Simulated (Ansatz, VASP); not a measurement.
## SnAs: VASP beside Ansatz

Wanted: the spread between two codes on one cell, functional and k mesh. The cell is taken from a series of runs on this material, whose earlier steps may have relaxed, scaled, displaced or heated it; both programs get it as it stands.

Program: Ansatz 0.2.0. Level of theory: plane waves, with VASP 6.6.1 beside it; relaxation of cell and atoms at PBEsol. Results are calculated unless marked as measured.

### Step 1. The starting structure

It takes space group Fm-3m (No. 225, cubic). The conventional cell has a = 5.713 Å, b = 5.713 Å, c = 5.713 Å, α = 90.00°, β = 90.00°, γ = 90.00°. Nearest to Sn lie 6 As at 2.86 Å. Nearest to As lie 6 Sn at 2.86 Å. Farther neighbours are not listed.

### Step 2. Ansatz: relaxation of cell and atoms, PBEsol

Ansatz runs on its default PAW (the set named soft_2) files.

The relaxed volume is the usual yardstick between codes: in a stiff, nearly cubic crystal its relative difference is about their pressure difference at one cell divided by the bulk modulus.

The input, input.yaml:

```yaml
crystal:
  lattice:
    - [0.0, 2.8565610613, 2.8565610613]
    - [2.8565610613, 0.0, 2.8565610613]
    - [2.8565610613, 2.8565610613, 0.0]
  atoms:
    - { symbol: Sn, position: [0.5, 0.5, 0.5] }
    - { symbol: As, position: [0.0, 0.0, 0.0] }
kpoints:
  mp_grid: { grid: [16, 16, 16] }
hamiltonian:
  xc: pbesol
scf:
  occupations: { method: fermi_dirac, width: 0.15 }
output:
  forces: true
  stress: true
  eigenvalues: true
relax:
  adjacent_minimum: "off"
  f_tol: 0.001
  max_steps: 60
  cell: { stress_tol: 0.01 }
```

Launch:

```bash
ansatz run input.yaml --threads 8 --pin off --max-ram 14336MiB --backend cpu --events-out ev --progress --plain --runs-dir out
```

Numbers of over 12 decimals in the logs are rounded to 6 here.

Output:

```text
Engine: ansatz 0.2.0, aarch64-unknown-linux-gnu
Pseudopotentials: kind: paw
Pseudopotential: Sn, paw, valence charge 14, recommended cutoff 420 eV (normal), Sn.paw.azcp
Pseudopotential: As, paw, valence charge 15, recommended cutoff 420 eV (normal), As.paw.azcp
Functional definition: PBEsol
  exchange = pbesol_x
  correlation = pbesol_c
Crystal: 2 atoms, lattice volume = 46.619 Å³
Basis set: ecut = 420 eV, 941 PW (Γ), exchange–correlation on 60×60×60 points (8 copies of the dense FFT grid, shifted against one another)
Bands: 19, of which v1, the nominal top of the filled ones, is band 15 counted from 1 (14 counted from 0)
Symmetry: 48 space group operations
Space group: Fm-3m (ITA 225), of the structure as read, at distance tolerance 3.6e-5 Å
k-points: 145 of 4096
Non-local potential: Sn, projectors of the file, l = 0: 2, l = 1: 2, l = 2: 2, l = 3: 2
Non-local potential: As, projectors of the file, l = 0: 2, l = 1: 2, l = 2: 3, l = 3: 1
PAW form: soft (Blöchl's): semilocal exchange-correlation on the pseudo side does not see the compensation charge
PAW frozen core: Sn, regenerated for the run's functional, and the local potential with it (the file was generated under x = pbe(κ = 0.804, μ = 0.219515), c = pbe(β = 0.066725))
PAW frozen core: As, regenerated for the run's functional, and the local potential with it (the file was generated under x = pbe(κ = 0.804, μ = 0.219515), c = pbe(β = 0.066725))
PAW one-centre angular grid: Sn, 590 points (default); XC on 64 Gauss nodes
PAW one-centre angular grid: As, 590 points (default); XC on 64 Gauss nodes
Initial density: superposition of atomic densities (neutral atoms: chi_scale 0, normalization atom), corrected by the library's trained network
Initial wavefunctions: pseudopotential atomic-orbital guess
Functional: x = pbesol(κ = 0.804, μ = 0.123457), c = pbesol(β = 0.046)
SCF iter   1: F=—  HF=-10763.007249 eV  |F-HF|=—  |Δ(HF+E_count)|=         —  Δρ=3.07e-3  dr2=6.43e-3  ethr=1.77e-3  ⟨swp⟩=5.2  Hψ=12821  notcnv=0
preconditioner: auto → Kerker (q_TF=auto, 2.521 Å⁻¹)  [metal: Δε(μ)=0.136 eV  Ē_g=18.317 eV  σ=0.150 eV  W_gap=0.22  n_scr=14 (ndim 8)  ℏωp=23.7 eV  f_vac=0.000  D(μ)=0.71/eV (n_scr^D=0)]
SCF iter   2: F=—  HF=-10763.004340 eV  |F-HF|=—  |Δ(HF+E_count)|=   2.91e-3  Δρ=1.88e-3  dr2=2.26e-3  ethr=2.22e-5  ⟨swp⟩=2.5  Hψ=6036  notcnv=0
SCF iter   3: F=—  HF=-10763.003763 eV  |F-HF|=—  |Δ(HF+E_count)|=   5.77e-4  Δρ=6.07e-4  dr2=2.64e-4  ethr=7.79e-6  ⟨swp⟩=2.8  Hψ=5265  notcnv=0
SCF iter   4: F=—  HF=-10763.003695 eV  |F-HF|=—  |Δ(HF+E_count)|=   6.89e-5  Δρ=2.89e-4  dr2=3.52e-5  ethr=9.11e-7  ⟨swp⟩=2.0  Hψ=4854  notcnv=0
SCF iter   5: F=—  HF=-10763.003699 eV  |F-HF|=—  |Δ(HF+E_count)|=   4.06e-6  Δρ=8.62e-5  dr2=4.53e-6  ethr=1.21e-7  ⟨swp⟩=2.0  Hψ=4121  notcnv=0
SCF iter   6: F=—  HF=-10763.003699 eV  |F-HF|=—  |Δ(HF+E_count)|=   5.48e-7  Δρ=6.15e-5  dr2=1.05e-6  ethr=1.56e-8  ⟨swp⟩=2.0  Hψ=4840  notcnv=0
SCF iter   7: F=-10763.003698 eV  HF=-10763.003698 eV  |F-HF|=1.71e-8  |Δ(HF+E_count)|=   7.96e-7  Δρ=7.49e-6  dr2=4.51e-8  ethr=3.45e-10  ⟨swp⟩=3.3  Hψ=11913  notcnv=0
SCF 1 converged in 7 iterations: F = -10763.003698 eV  dr2 = 4.51e-8
  greatest PAW one-centre occupation: 0.999 electrons in one spin orbital (limit 2), on the As atom at site 1 (counted from 0), in its partial waves of l = 2
relax step   1: F+E_penalty+E_count = -10763.00369830 eV  Δ(F+E_penalty+E_count) = +0.000e0 eV  max|allowed force component| = 4.687e-29 eV/Å  Δτ_max = 0.0000 Å  P = +0.111 GPa  Ω = 46.619 Å³  (7 SCF iters, dr2 threshold 1.00e-7 eV, accepted)
[...]
relax step   2: F+E_penalty+E_count = -10763.00366936 eV  Δ(F+E_penalty+E_count) = +2.893e-5 eV  max|allowed force component| = 1.693e-29 eV/Å  Δτ_max = 0.0000 Å  P = -0.101 GPa  Ω = 46.756 Å³  energy of the carried Pulay correction = -3.308e-5 eV  (4 SCF iters, dr2 threshold 3.08e-8 eV, accepted)
[...]
relax step   3: F+E_penalty+E_count = -10763.00370571 eV  Δ(F+E_penalty+E_count) = -3.635e-5 eV  max|allowed force component| = 1.275e-28 eV/Å  Δτ_max = 0.0000 Å  P = -0.000 GPa  Ω = 46.690 Å³  energy of the carried Pulay correction = -1.733e-5 eV  (3 SCF iters, dr2 threshold 2.54e-8 eV, accepted)
[...]
relax step   4: F+E_penalty+E_count = -10763.00372558 eV  Δ(F+E_penalty+E_count) = -1.987e-5 eV  max|allowed force component| = 7.797e-29 eV/Å  Δτ_max = 0.0000 Å  P = -0.000 GPa  Ω = 46.690 Å³  stress off target by 3.64e-4 GPa  SCF on the basis re-selected at this cell (its energy is not comparable with the rows above)  (6 SCF iters)
basis re-selected at this cell: Δ(F+E_penalty+E_count) = -1.987e-5 eV, ΔP = -0.000 GPa vs the last step (what re-selecting the basis moved, of the pressure what is left beyond the Pulay correction that the steps carried, after the strain that the cell walked since its last selection, with what the two solves' SCF thresholds leave and, on support functions, any second-order correction that the steps lacked; it is no m [...]
SCF converged after 6 iterations
Free energy (F): -10763.003726 eV
Harris-Foulkes:  -10763.003726 eV  (|F-HF|=0.00e0)
Internal energy: -10762.950331 eV  (E = F + TS)
E sigma→0 (E₀):  -10762.977028 eV
Entropy (-TS):   -0.053395 eV (-26.697 meV/atom)
Fermi energy:    10.971910 eV
--- Per-component energies (eV) ---
  E_band       = -299.612244
  E_kinetic    = 290.521060
  E_local      = -2472.327901  (includes V_loc(G=0)·N_el)
  E_nonlocal   = -698.796521
  E_hartree    = 1440.571639
  E_xc         = -458.399758
  E_vxc        = -176.766436  (∫ρ·V_xc dr)
  E_paw        = -5857.998860  (= ΣΔE_a)
  E_vpaw       = -123.385725  (= ΣTr[D̂ρ^β])
  E_aug_tail   = 0.000009  (compensation charges beyond the density's cutoff)
  E_ewald      = -3007.771268
  E_core_change = 1.251268  (= ΣΔE_core)
  E_smearing   = -0.053395  (= −TS)
  E_closure    = 0.000000  (closes the sum)
  Σ components = -10763.003726   (vs F -10763.003726, Δ=0.00e0)
--- Forces (eV/Å), atoms counted from 1 ---
  atom   1  Sn     0.00000000    -0.00000000     0.00000000
  atom   2  As    -0.00000000     0.00000000    -0.00000000
  max |Σ_I F_I| component: 1.47e-28 eV/Å
--- Stress (GPa, compression-positive) ---
       -0.000364      -0.000000      -0.000000
        0.000000      -0.000364       0.000000
        0.000000      -0.000000      -0.000364
  P = ⅓ Tr σ = -0.0004 GPa (-0.004 kbar)
--- Band table (eV; the first three rows and the last of 145) ---
  k-point 0: bands = [... 11 lower, 8.3404, 9.9100, 9.9100, 9.9100, 16.4904, 16.4904, 16.4904, 17.0147]
  k-point 1: bands = [... 11 lower, 7.8845, 9.9148, 9.9148, 10.2748, 16.1285, 16.1533, 16.1533, 17.0388]
  k-point 2: bands = [... 11 lower, 7.0153, 9.9315, 9.9315, 10.8624, 15.4667, 15.4667, 15.5163, 17.0171]
  k-point 144: bands = [... 11 lower, 3.9196, 6.1419, 6.1419, 11.9167, 13.1729, 16.9594, 16.9594, 19.8645]
--- Relaxed structure (3 steps of the walk, 3 accepted, 1 SCFs on fresh bases) ---
  F+E_penalty+E_count = -10763.00372558 eV   max|allowed force component| = 7.797e-29 eV/Å   (the final SCF, on the basis selected at the relaxed cell)
  cell:  # Å, volume = 46.6904 Å³
    - [0, 2.858024, 2.858024]
    - [2.858024, 0, 2.858024]
    - [2.858024, 2.858024, 0]
  atoms:
    - { symbol: Sn, position: [0.500000, 0.500000, 0.500000] }
    - { symbol: As, position: [0, 0, 0] }
```

### Step 3. VASP: relaxation of cell and atoms, PBEsol

The same cell, functional, mesh and smearing now go to VASP, with its own data sets.

Lines of VASP's logs that name or quote its potential files are left out, and so is its time.

The input, INCAR:

```
SYSTEM = SnAs
PREC = Accurate
ENCUT = 500
EDIFF = 1E-07
NELM = 120
ISMEAR = -1
SIGMA = 0.15
LREAL = .FALSE.
ALGO = Normal
GGA = PS
NBANDS = 15
LORBIT = 11
LWAVE = .FALSE.
LCHARG = .FALSE.
ISIF = 3
IBRION = 2
NSW = 80
EDIFFG = -0.005
LASPH = .TRUE.
GGA_COMPAT = .FALSE.
NELMIN = 4
KPAR = 2
```

The input, POSCAR:

```
SnAs
1.0
    0.0000000000      2.8565610000      2.8565610000
    2.8565610000      0.0000000000      2.8565610000
    2.8565610000      2.8565610000      0.0000000000
Sn As
1 1
Direct
    0.5000000000      0.5000000000      0.5000000000
    0.0000000000      0.0000000000      0.0000000000
```

The input, KPOINTS:

```
Automatic mesh
0
Gamma
16 16 16
0 0 0
```

Potentials, in the order of the species: Sn_d and As (PBE family, release 64).

Launch:

```bash
mpirun -np 2 vasp_std
```

Output:

```text
[banner, memory and clock lines left out]
running    2 mpi-ranks, on    1 nodes
 distrk:  each k-point on    1 cores,    2 groups
 distr:  one band on    1 cores,    1 groups

 POSCAR found type information on POSCAR SnAs
 POSCAR found :  2 types and       2 ions
|                                                                             |
|               ----> ADVICE to this user running VASP <----                  |
|                                                                             |
|     You enforced a specific xc type in the INCAR file but a different       |
|     [... a line on the potential file left out ...]
|     I HOPE YOU KNOW WHAT YOU ARE DOING!                                     |
|                                                                             |

 LDA part: xc-table for (Slater+PW92), standard interpolation
 POSCAR, INCAR and KPOINTS ok, starting setup
 FFT: planning ... GRIDC
 FFT: planning ... GRID_SOFT
 FFT: planning ... GRID
 WAVECAR not read
 entering main loop
       N       E                     dE             d eps       ncg     rms          rms(c)
DAV:   1     0.105510379177E+03    0.10551E+03   -0.95208E+03  4420   0.157E+03
DAV:   2    -0.147594147596E+01   -0.10699E+03   -0.10436E+03  4672   0.358E+02
DAV:   3    -0.950528584430E+01   -0.80293E+01   -0.79371E+01  5610   0.821E+01
DAV:   4    -0.967322793769E+01   -0.16794E+00   -0.16788E+00  4870   0.132E+01
DAV:   5    -0.967787959815E+01   -0.46517E-02   -0.46516E-02  6080   0.219E+00    0.275E+00
DAV:   6    -0.957621300794E+01    0.10167E+00   -0.19239E-01  6560   0.482E+00    0.162E+00
DAV:   7    -0.956780586646E+01    0.84071E-02   -0.44315E-02  5819   0.174E+00    0.538E-01
DAV:   8    -0.956678108266E+01    0.10248E-02   -0.38310E-03  5498   0.695E-01    0.676E-02
DAV:   9    -0.956677414163E+01    0.69410E-05   -0.32612E-04  5878   0.211E-01    0.572E-02
DAV:  10    -0.956677394341E+01    0.19821E-06   -0.26869E-05  5284   0.375E-02    0.323E-02
DAV:  11    -0.956677168124E+01    0.22622E-05   -0.87586E-06  6621   0.306E-02    0.448E-03
DAV:  12    -0.956677136338E+01    0.31786E-06   -0.88975E-07  5582   0.932E-03    0.279E-03
DAV:  13    -0.956677135759E+01    0.57858E-08   -0.14274E-08  3141   0.114E-03
   1 F= -.95667714E+01 E0= -.95401547E+01  d E =-.956677E+01
 curvature:   0.00 expect dE= 0.000E+00 dE for cont linesearch  0.000E+00
 trial: gam= 0.00000 g(F)=  0.696E-64 g(S)=  0.259E-03 ort = 0.000E+00 (trialstep = 0.100E+01)
 search vector abs. value=  0.259E-03
 bond charge predicted
       N       E                     dE             d eps       ncg     rms          rms(c)
DAV:   1    -0.956974876871E+01   -0.29774E-02   -0.62187E-02  5470   0.426E+00    0.294E-01
DAV:   2    -0.956745167007E+01    0.22971E-02   -0.37111E-03  5428   0.111E+00    0.133E-01
DAV:   3    -0.956687267191E+01    0.57900E-03   -0.16094E-03  5574   0.676E-01    0.186E-02
DAV:   4    -0.956685690062E+01    0.15771E-04   -0.63175E-05  5001   0.896E-02    0.946E-03
DAV:   5    -0.956684837906E+01    0.85216E-05   -0.45062E-06  6728   0.204E-02    0.236E-03
DAV:   6    -0.956684768072E+01    0.69834E-06   -0.75174E-07  5596   0.143E-02    0.960E-04
DAV:   7    -0.956684759555E+01    0.85170E-07   -0.43648E-08  2805   0.218E-03
   2 F= -.95668476E+01 E0= -.95400483E+01  d E =-.762380E-04
 trial-energy change:   -0.000076  1 .order   -0.000073   -0.000259    0.000112
 step:   0.7071(harm=  0.6977)  dis= 0.00000  next Energy=    -9.566864 (dE=-0.926E-04)
 bond charge predicted
       N       E                     dE             d eps       ncg     rms          rms(c)
DAV:   1    -0.956711413168E+01   -0.26645E-03   -0.53007E-03  5470   0.124E+00    0.862E-02
DAV:   2    -0.956691514719E+01    0.19898E-03   -0.32003E-04  5414   0.328E-01    0.389E-02
DAV:   3    -0.956686648318E+01    0.48664E-04   -0.13679E-04  5574   0.197E-01    0.549E-03
DAV:   4    -0.956686611119E+01    0.37199E-06   -0.53730E-06  4924   0.259E-02    0.279E-03
DAV:   5    -0.956686614622E+01   -0.35034E-07   -0.38438E-07  5950   0.600E-03
   3 F= -.95668661E+01 E0= -.95401206E+01  d E =-.947886E-04
 curvature:  -0.35 expect dE=-0.777E-06 dE for cont linesearch -0.777E-06
 trial: gam=-0.08414 g(F)=  0.972E-59 g(S)=  0.223E-05 ort = 0.240E-04 (trialstep = 0.941E+00)
 search vector abs. value=  0.193E-07
 reached required accuracy - stopping structural energy minimisation
```

From OUTCAR (step 3):

```text
ion  position               nearest neighbor table
   1  0.500  0.500  0.500-   2 2.86   2 2.86   2 2.86   2 2.86   2 2.86   2 2.86
   2  0.000  0.000  0.000-   1 2.86   1 2.86   1 2.86   1 2.86   1 2.86   1 2.86

  LATTYP: Found a face centered cubic cell.
 ALAT       =     5.7131220000

 Subroutine GETGRP returns: Found 48 space group operations
 (whereof 48 operations were pure point group operations)

The static configuration has the point symmetry O_h .

 Found    145 irreducible k-points:

   k-points           NKPTS =    145   k-points in BZ     NKDIM =    145   number of bands    NBANDS=     15

   dimension x,y,z NGX =    30 NGY =   30 NGZ =   30
   dimension x,y,z NGXF=    60 NGYF=   60 NGZF=   60

   ENCUT  =  500.0 eV  36.75 Ry    6.06 a.u.   7.37  7.37  7.37*2*pi/ulx,y,z

   NELECT =      19.0000    total number of electrons

 k-points in reciprocal lattice and weights: Automatic mesh
   0.00000000  0.00000000  0.00000000       0.000
   0.06250000  0.00000000  0.00000000       0.002
   0.12500000  0.00000000  0.00000000       0.002
   0.18750000  0.00000000  0.00000000       0.002
   0.25000000  0.00000000  0.00000000       0.002
   0.31250000  0.00000000  0.00000000       0.002
   0.37500000  0.00000000  0.00000000       0.002
   0.43750000  0.00000000  0.00000000       0.002
   0.50000000  0.00000000  0.00000000       0.001
[...]
-0.31250000  0.50000000  0.18750000       0.003
  -0.25000000  0.50000000  0.25000000       0.001

 average (electrostatic) potential at core
       1 -99.9172       2 -47.4676

 E-fermi :   6.9090

 k-point     1 :       0.0000    0.0000    0.0000
  band No.  band energies     occupation
    ...
      6      -6.2668      2.00000
      7       4.2802      2.00000
      8       5.8514      1.99827
      9       5.8514      1.99827
     10       5.8514      1.99827
     11      12.4198      0.00000
     12      12.4198      0.00000
     13      12.4198      0.00000
     14      12.9403      0.00000
     15      12.9403      0.00000

 k-point     2 :       0.0625    0.0000    0.0000
  band No.  band energies     occupation
    ...
      6      -6.2198      2.00000
      7       3.8250      2.00000
      8       5.8561      1.99821
      9       5.8561      1.99821
     10       6.2153      1.98058
     11      12.0585      0.00000
     12      12.0825      0.00000
     13      12.0825      0.00000
     14      12.9661      0.00000
     15      13.0719      0.00000

 k-point     3 :       0.1250    0.0000    0.0000
  band No.  band energies     occupation
    ...
      6      -6.0794      2.00000
      7       2.9566      2.00000
      8       5.8729      1.99800
      9       5.8729      1.99800
     10       6.8018      1.34277
     11      11.3964      0.00000
     12      11.3964      0.00000
     13      11.4477      0.00000
     14      12.9461      0.00000
     15      13.3815      0.00000

  Total        0.0055501      0.0055501      0.0055501     -0.0000000      0.0000000     -0.0000000
  in kB        0.1901607      0.1901607      0.1901607     -0.0000000      0.0000000     -0.0000000
  external PRESSURE =       0.1901607 kB  Pullay stress =       0.0000000 kB

  energy-cutoff  :      500.00
  volume of cell :       46.76
      direct lattice vectors                 reciprocal lattice vectors
     0.000000000  2.859476690  2.859476690    -0.174857169  0.174857169  0.174857169
     2.859476690  0.000000000  2.859476690     0.174857169 -0.174857169  0.174857169
     2.859476690  2.859476690 -0.000000000     0.174857169  0.174857169 -0.174857169

 POSITION                                       TOTAL-FORCE (eV/Angst)
 -----------------------------------------------------------------------------------
      2.85948      2.85948      2.85948        -0.000000      0.000000      0.000000
      0.00000      0.00000      0.00000         0.000000     -0.000000     -0.000000
 -----------------------------------------------------------------------------------
    total drift:                                0.000000      0.000000      0.000000

  FREE ENERGIE OF THE ION-ELECTRON SYSTEM (eV)
  ---------------------------------------------------
  free  energy   TOTEN  =        -9.5668661462 eV

  energy  without entropy=       -9.5133749874  energy(sigma->0) =       -9.54012057

 reached required accuracy - stopping structural energy minimisation

 total charge
# of ion       s       p       d       tot
------------------------------------------
    1        1.226   0.948  10.016  12.189
    2        1.268   1.439   0.034   2.741
--------------------------------------------------
tot          2.493   2.387  10.050  14.930

[... 3 further parts left out ...]
```

### Step 4. Comparison

Known differences besides the potentials themselves: the data sets hold 29 valence electrons in Ansatz (on its default PAW (the set named soft_2) files) and 19 in VASP; the cutoff is 420 eV in Ansatz and 500 eV in VASP; Ansatz makes its cores anew for this functional, VASP keeps those of its PBE data sets; Ansatz adds a Pulay correction to the stress that steers its cell, VASP none. Total energies have different zeros and are not compared.

Both answers:

```tsv
quantity	Ansatz	VASP	difference
volume (Å³)	46.69	46.76	-0.15 %
edge a after relaxation, in the typed setting (Å)	4.042	4.044	-0.05 %
```

### Step 5. What came out

| Property | Result |
| --- | --- |
| difference in volume (relaxation of cell and atoms, PBEsol) | -0.15 % |

What this shows: The difference in volume is -0.15 % (relaxation of cell and atoms, PBEsol), within the 1.2 % picked in this series as the mark of a large difference, as far as the stopping tolerances let one tell. The data sets hold unlike numbers of valence electrons (29 in Ansatz and 19 in VASP), so part of the differences comes from the potentials. How closely two codes agree says nothing of how well the functional describes the real material.

[Lines on the potential files, build, host, timing and source positions are cut from VASP's logs without a mark.]

[Logs are printed without paths, hosts, clocks, repeated set-up lines and the standing remarks that a program may print on its own settings, such as how far it seeks lower states.]

[Hosts, paths, dates, database ids (printed as entryN), source tags and the programs' standing remarks are cut or masked in the printed files.]
